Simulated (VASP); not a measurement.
The system is ScIn3N2.

```xyz
6
Lattice="3.4539 0.0000 0.0000 -1.7269 2.9912 0.0000 0.0000 0.0000 10.1530" Properties=species:S:1:pos:R:3 pbc="T T T"
Sc    0.0000    1.9941    7.6510
In    1.7269    0.9971    5.1160
In    1.7269    0.9971    0.0510
In    0.0000    1.9941    2.7310
N     0.0000    0.0000    6.8410
N     0.0000    0.0000    1.5930
```

The cell was built by a generator and needn't be a form met in nature.

- Program: VASP 6.6.1
- Task: relaxation of cell and atoms
- Functional: PBE
- Potentials or basis: VASP PAW PBE potentials, release 64 (Sc_sv, In_d, N)
- Cutoff: 520 eV
- k mesh: 10 × 10 × 4
- Occupations: gaussian, width 0.1 eV
- Spin: no spin polarisation

At the start: pressure 0.8 GPa; volume 17.48 Å³/atom.

Task: Where does the relaxation end?

Result: Over 37 steps the energy falls by 46.5 meV/atom and the volume is 19.06 Å³/atom (+9.0 %); space group P3m1 (No. 156, to 0.05 Å).

Step by step:
| step | energy change (eV) | largest force (eV/Å) | pressure (GPa) | volume (Å³) |
| --- | --- | --- | --- | --- |
| 1 | 0.0000 | 0.4773 | 0.84 | 104.89 |
| 2 | -0.0494 | 0.4227 | -0.06 | 106.27 |
| 3 | -0.0640 | 0.5114 | -0.76 | 107.56 |
| 4 | -0.0835 | 0.2795 | 0.83 | 106.70 |
| 5 | -0.0840 | 0.2343 | 1.10 | 106.54 |
| 6 | -0.1030 | 0.1999 | 0.72 | 107.86 |
| 7 | -0.1223 | 0.4256 | -0.20 | 111.41 |
| 8 | -0.1427 | 0.4952 | -0.34 | 112.55 |
| 9 | -0.1903 | 0.4715 | -0.76 | 115.96 |
| 10 | -0.0595 | 0.6674 | -1.21 | 122.85 |
| 11 | -0.1946 | 0.4064 | -0.70 | 116.78 |
| 12 | -0.2135 | 0.3971 | 0.83 | 115.13 |
| 13 | -0.2139 | 0.3674 | 0.63 | 115.33 |
| 14 | -0.2303 | 0.2502 | -0.60 | 116.51 |
| 15 | -0.2308 | 0.2288 | -0.44 | 116.34 |
| 16 | -0.2416 | 0.2466 | 0.06 | 115.08 |
| 17 | -0.2448 | 0.2723 | 0.76 | 113.55 |
| 18 | -0.2500 | 0.2727 | 0.48 | 113.60 |
| 19 | -0.2553 | 0.4179 | -0.15 | 113.70 |
| 20 | -0.2633 | 0.3111 | -0.03 | 113.54 |
| 21 | -0.2740 | 0.0884 | 0.41 | 113.06 |
| 22 | -0.2757 | 0.0836 | -0.04 | 113.84 |
| 23 | -0.2757 | 0.0835 | -0.14 | 113.99 |
| 24 | -0.2765 | 0.0459 | -0.01 | 113.98 |
| 25 | -0.2765 | 0.0545 | 0.05 | 113.98 |
| 26 | -0.2771 | 0.0441 | 0.02 | 114.09 |
| 27 | -0.2776 | 0.0478 | -0.02 | 114.27 |
| 28 | -0.2776 | 0.0502 | -0.04 | 114.31 |
| 29 | -0.2780 | 0.0324 | -0.02 | 114.27 |
| 30 | -0.2783 | 0.0277 | 0.06 | 114.17 |
| 31 | -0.2786 | 0.0179 | -0.05 | 114.40 |
| 32 | -0.2786 | 0.0172 | -0.08 | 114.41 |
| 33 | -0.2785 | 0.0359 | 0.10 | 114.24 |
| 34 | -0.2786 | 0.0138 | 0.01 | 114.34 |
| 35 | -0.2787 | 0.0152 | 0.01 | 114.33 |
| 36 | -0.2787 | 0.0161 | 0.01 | 114.32 |
| 37 | -0.2787 | 0.0098 | -0.02 | 114.35 |

Final structure:
```
Sc In N
1.0
     3.38754    0.00000    0.00000
    -1.69377    2.93369    0.00000
     0.00000    0.00000   11.50678
Sc In N
1 3 2
Cartesian
  0.0000 1.9558 8.8310
  1.6938 0.9779 5.9839
  1.6938 0.9779 0.0604
  0.0000 1.9558 2.8141
  0.0000 0.0000 8.1388
  0.0000 0.0000 1.3526
```

Caveat: this functional lacks dispersion, which binds the layers, so the pressure and a relaxed spacing across them are unreliable.
